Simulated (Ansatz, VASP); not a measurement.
Ga2SbP3: VASP beside Ansatz

INCAR

```
PREC = Accurate ; ENCUT = 520
EDIFF = 1E-7 ; ISMEAR = 0
SIGMA = 0.1 ; LREAL = False
LASPH = True ; NELM = 100
ALGO = Normal ; ISIF = 2
LWAVE = False ; LCHARG = True
GGA = PE ; LELF = True
LVHAR = True ; NBANDS = 32
```

KPOINTS

```
Automatic mesh
0
Gamma
  6 6 2
```

The input POSCAR:

```
Ga2SbP3
1.0
    3.5231674100      0.0000000000      0.0000000000
    0.0000000000      3.5231674100      0.0000000000
    0.0000000000      0.0000000000     11.7772705100
Ga Sb P
2 1 3
Direct
    0.5000000000      0.5000000000      0.8473602500
    0.5000000000      0.5000000000      0.1526397500
    0.5000000000      0.5000000000      0.5000000000
    0.0000000000      0.0000000000      0.0000000000
    0.0000000000      0.0000000000      0.7145522800
    0.0000000000      0.0000000000      0.2854477200
```

Input for Ansatz:

```yaml
crystal:
  lattice:
    - [3.52316741, 0.0, 0.0]
    - [0.0, 3.52316741, 0.0]
    - [0.0, 0.0, 11.77727051]
  atoms:
    - { symbol: Ga, position: [0.5, 0.5, 0.84736025] }
    - { symbol: Ga, position: [0.5, 0.5, 0.15263975] }
    - { symbol: Sb, position: [0.5, 0.5, 0.5] }
    - { symbol: P, position: [0.0, 0.0, 0.0] }
    - { symbol: P, position: [0.0, 0.0, 0.71455228] }
    - { symbol: P, position: [0.0, 0.0, 0.28544772] }
basis:
  ecutwfc: 420
kpoints:
  mp_grid: { grid: [6, 6, 2] }
hamiltonian:
  xc: pbe
scf:
  occupations: { method: gaussian, width: 0.1 }
  lower_state_search: "off"
output:
  forces: true
  stress: true
  eigenvalues: true
```

Change from the starting cell: species swapped into the MgSc3Ru2 type (P4/mmm, No. 123).

Alike in both runs: task single point; functional PBE; k mesh 6 × 6 × 2; occupations gaussian, width 0.1 eV; no spin polarisation.

```csv
,VASP,Ansatz
version,VASP 6.6.1,Ansatz 0.2.0
potentials or method,"VASP PAW PBE potentials, release 64 (Ga_d, Sb, P)","scalar-relativistic, plane waves, PAW"
plane-wave cutoff (eV),520,420
valence electrons in the cell,46,56
```

|  | VASP | Ansatz | Ansatz less VASP |
| --- | --- | --- | --- |
| gap on the k mesh at the Fermi level (eV) | none | none | - |
| pressure (GPa) | -11.3 | -11.3 | +0.02 |
| largest component of the traceless stress (GPa) | 0.84 | 0.84 | -0.003 |
| rms of the force components (eV/Å) | 0.116 | 0.116 | +0.0007 |

Atom by atom the forces differ by 0.001 eV/Å (rms over components). A gap of «none» marks a metal or a gap that the smearing closes. The two sets of potentials don't hold the same shells in valence.

Spin-orbit coupling is left out, which matters for the levels of Sb.
